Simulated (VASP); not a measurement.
Crystal: NiMoIrPdW.

```
CELL_PARAMETERS angstrom
4.14670 0.00000 0.00000
-2.07335 3.59115 0.00000
0.00000 0.00000 5.41629
ATOMIC_POSITIONS crystal
Ni 0.00000 0.00000 0.02221
Mo 0.66667 0.33333 0.45996
Pd 0.33333 0.66667 0.74601
Ir 0.33333 0.66667 0.25641
W 0.66667 0.33333 0.99985
```

The cell was built by a generator and needn't be a form met in nature.

* Program: VASP 6.6.1
* Task: relaxation of cell and atoms
* Functional: PBEsol
* Potentials or basis: VASP PAW PBE potentials, release 64 (Ni, Mo_sv, Pd, Ir, W_sv)
* Cutoff: 600 eV
* k mesh: 7 × 7 × 5
* Occupations: fermi-dirac, width 0.05 eV
* Spin: collinear spin, ferromagnetic start
* Starting moments: [1.0, 1.0, 0.0, 0.6, 0.0] μB

At the start: pressure -7.7 GPa; volume 16.13 Å³/atom.

Where does the relaxation end?

Over 30 steps the energy falls by 15.8 meV/atom and the volume is 15.51 Å³/atom (-3.8 %); space group P3m1 (No. 156, to 0.05 Å); moment 0.00 μB per cell.

Step by step:
| step | energy change (eV) | largest force (eV/Å) | pressure (GPa) | volume (Å³) |
| --- | --- | --- | --- | --- |
| 1 | 0.0000 | 0.1565 | -7.70 | 80.66 |
| 2 | 0.3616 | 1.6657 | 24.55 | 71.94 |
| 3 | -0.0661 | 0.4648 | -0.19 | 78.08 |
| 4 | -0.0662 | 0.4767 | 0.03 | 78.01 |
| 5 | -0.0754 | 0.0913 | 0.08 | 77.73 |
| 6 | -0.0755 | 0.0459 | 0.10 | 77.69 |
| 7 | -0.0766 | 0.0662 | -0.15 | 77.73 |
| 8 | -0.0768 | 0.0526 | -0.07 | 77.71 |
| 9 | -0.0770 | 0.0370 | 0.11 | 77.66 |
| 10 | -0.0770 | 0.0462 | 0.25 | 77.62 |
| 11 | -0.0772 | 0.0405 | 0.16 | 77.65 |
| 12 | -0.0773 | 0.0489 | -0.14 | 77.73 |
| 13 | -0.0774 | 0.0466 | -0.12 | 77.72 |
| 14 | -0.0776 | 0.0474 | -0.03 | 77.68 |
| 15 | -0.0777 | 0.0878 | 0.15 | 77.60 |
| 16 | -0.0777 | 0.0545 | 0.07 | 77.63 |
| 17 | -0.0779 | 0.0572 | -0.04 | 77.66 |
| 18 | -0.0783 | 0.0645 | -0.35 | 77.72 |
| 19 | -0.0784 | 0.0575 | -0.26 | 77.68 |
| 20 | -0.0787 | 0.0380 | -0.02 | 77.59 |
| 21 | -0.0786 | 0.0156 | 0.50 | 77.41 |
| 22 | -0.0787 | 0.0210 | 0.22 | 77.51 |
| 23 | -0.0788 | 0.0094 | 0.17 | 77.52 |
| 24 | -0.0789 | 0.0199 | 0.08 | 77.54 |
| 25 | -0.0789 | 0.0176 | -0.01 | 77.56 |
| 26 | -0.0789 | 0.0168 | -0.04 | 77.58 |
| 27 | -0.0789 | 0.0107 | -0.03 | 77.57 |
| 28 | -0.0789 | 0.0071 | 0.01 | 77.56 |
| 29 | -0.0789 | 0.0067 | 0.01 | 77.56 |
| 30 | -0.0789 | 0.0046 | 0.00 | 77.57 |

Final structure:
```
CELL_PARAMETERS angstrom
4.10143 0.00000 0.00000
-2.05072 3.55195 0.00000
0.00000 0.00000 5.32446
ATOMIC_POSITIONS crystal
Ni 0.00000 0.00000 0.01175
Mo 0.66667 0.33333 0.47188
Pd 0.33333 0.66667 0.74671
Ir 0.33333 0.66667 0.25352
W 0.66667 0.33333 0.00058
```

Caveat: the PAW data sets were made with another functional, which shifts forces and pressure a little.
